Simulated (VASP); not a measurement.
Output of a VASP run:

**OSZICAR**
```
       N       E                     dE             d eps       ncg     rms          rms(c)
DAV:   1     0.300427086135E+03    0.30043E+03   -0.23593E+04  1140   0.104E+03
DAV:   2    -0.124036892348E+02   -0.31283E+03   -0.29627E+03  1270   0.264E+02
DAV:   3    -0.233733613065E+02   -0.10970E+02   -0.10795E+02  1316   0.472E+01
DAV:   4    -0.236451438474E+02   -0.27178E+00   -0.27148E+00  1630   0.672E+00
DAV:   5    -0.236492140942E+02   -0.40702E-02   -0.40701E-02  1368   0.740E-01    0.213E+01
DAV:   6    -0.215313957089E+02    0.21178E+01   -0.68039E+00  1272   0.158E+01    0.130E+01
DAV:   7    -0.214537224907E+02    0.77673E-01   -0.36952E-01  1302   0.363E+00    0.649E+00
DAV:   8    -0.214286505495E+02    0.25072E-01   -0.42173E-02  1258   0.195E+00    0.556E-01
DAV:   9    -0.214277086791E+02    0.94187E-03   -0.49631E-03  1304   0.786E-01    0.110E-01
DAV:  10    -0.214277513411E+02   -0.42662E-04   -0.50503E-04  1354   0.140E-01    0.524E-02
DAV:  11    -0.214277605514E+02   -0.92103E-05   -0.10300E-04  1368   0.996E-02    0.196E-02
DAV:  12    -0.214277615277E+02   -0.97633E-06   -0.12186E-05  1294   0.387E-02    0.480E-03
DAV:  13    -0.214277617857E+02   -0.25794E-06   -0.26298E-06  1006   0.105E-02
   1 F= -.21427762E+02 E0= -.21422157E+02  d E =-.112101E-01
```

OUTCAR:
```
------------------------ aborting loop because EDIFF is reached ----------------------------------------
  FORCE on cell =-STRESS in cart. coord.  units (eV):
  Direction    XX          YY          ZZ          XY          YZ          ZX
  --------------------------------------------------------------------------------------
  Total        4.0377188      4.0377178      6.4097042      0.0000000     -0.0000000      0.0000000
  in kB       53.8161703     53.8161569     85.4308455      0.0000000     -0.0000000      0.0000000
  external PRESSURE =      64.3543909 kB  Pullay stress =       0.0000000 kB
  volume of cell :      120.21
      direct lattice vectors                 reciprocal lattice vectors
     5.646760000  0.000000000  0.000000000     0.177092704  0.102244533  0.000000000
    -2.823380000  4.890237000  0.000000000     0.000000000  0.204489067  0.000000000
     0.000000000  0.000000000  4.353160000     0.000000000  0.000000000  0.229718182
 POSITION                                       TOTAL-FORCE (eV/Angst)
 -----------------------------------------------------------------------------------
      0.00000      0.00000      0.00000         0.000000      0.000000      0.000000
     -0.00000      3.26016      0.00000         0.000000      0.000000      0.000000
      2.82338      1.63008      0.00000        -0.000000     -0.000000      0.000000
      2.82338      0.00000      2.17658         0.000000      0.000000      0.000000
      1.41169      2.44512      2.17658         0.000000      0.000000      0.000000
     -1.41169      2.44512      2.17658         0.000000      0.000000      0.000000
 -----------------------------------------------------------------------------------
    total drift:                               -0.000000     -0.000000      0.000000
  FREE ENERGIE OF THE ION-ELECTRON SYSTEM (eV)
  ---------------------------------------------------
  free  energy   TOTEN  =       -21.4277617857 eV

  energy  without entropy=      -21.4165516441  energy(sigma->0) =      -21.42215671
```
(Selected blocks of OUTCAR.)

**POSCAR**
```
RbAu5
1
    5.6467600000     0.0000000000     0.0000000000
   -2.8233800000     4.8902370000     0.0000000000
    0.0000000000     0.0000000000     4.3531600000
Rb Au
1 5
Direct
  0.0000000000   0.0000000000   0.0000000000
  0.3333330000   0.6666670000   0.0000000000
  0.6666670000   0.3333330000   0.0000000000
  0.5000000000   0.0000000000   0.5000000000
  0.5000000000   0.5000000000   0.5000000000
  0.0000000000   0.5000000000   0.5000000000
```

**Question.** Write an INCAR and KPOINTS that could have produced this output.

**Answer.** Several could match; the one computed here: the input of the run itself, PBEsol GGA, plane waves, VASP's PBE PAW potentials (set 64).

### KPOINTS
```
Automatic mesh
0
Gamma
5 5 5
0 0 0
```

**INCAR**
```
# general
SYSTEM =RbAu5
PREC   =Accurate
ENCUT  =300
LREAL  =F   # projection in real space or not
LASPH  =T   # aspherical one-centre terms

# electronic loop
EDIFF  =1E-6
NELM   =100
ALGO   =Normal   # blocked Davidson
LMAXMIX=6   # l cut-off of mixed one-centre charges

# smearing
ISMEAR =-1
SIGMA  =0.05   # width (eV)

# functional
GGA    =PS

# ions
ISIF   =2   # forces and stress, cell fixed

# output
LWAVE  =F
LCHARG =F
```

POTCAR, in this order: Rb_sv Au (PBE.64 set). Program: vasp_std.

At this cut-off the stress carries a Pulay error, which pulls relaxed volumes low.

The structure comes from a measured RbAu5 entry (P6/mmm) of the Crystallography Open Database, whose conditions weren't checked. The cell was not relaxed at this level, and its volume differs by -5.9 % from the start's.
